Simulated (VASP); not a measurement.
AgI (zinc blende), at 1.04 of the tabulated volume:

```
AgI
1.0
    0.00000     3.29277     3.29277
    3.29277     0.00000     3.29277
    3.29277     3.29277     0.00000
Ag I
1 1
Direct
  0.00000   0.00000   0.00000
  0.25000   0.25000   0.25000
```

The lowest empty band near Γ, direction [110], from mBJ (TB09) with spin-orbit coupling in VASP (PAW); its two spin partners are averaged. The gap over the points computed is 2.55 eV, and the next band on that side lies 3.75 eV away at the edge.

Run with 400 eV cut-off, 8×8×8 Γ-centred mesh, Gaussian smearing of 0.050 eV, potentials Ag I.

```json
[
 {"distance from the edge in k (1/Å)": "0.018", "distance in energy (meV)": "4.3"},
 {"distance from the edge in k (1/Å)": "0.025", "distance in energy (meV)": "8.2"},
 {"distance from the edge in k (1/Å)": "0.035", "distance in energy (meV)": "15.9"},
 {"distance from the edge in k (1/Å)": "0.050", "distance in energy (meV)": "32.2"},
 {"distance from the edge in k (1/Å)": "0.070", "distance in energy (meV)": "62.3"}
]
```

Q: Fit E(1 + αE) = ħ²k²/2m* (ħ²/2m0 = 3.810 eV Å²) and predict the row at 0.095 1/Å.

A: Least squares on the energies gives the electron mass m* = 0.291 m0 and α = 0.48 per eV, and so 112.1 meV. The run gave 112.2 meV, +0.1 meV from the fit.

Left out are points under 3 meV from the edge, since the levels carry 0.1 meV, and points farther than half the way to the next band.

The compound is AgI in the zinc blende structure, whereas wurtzite is the usual form. The cell was not relaxed at this level.
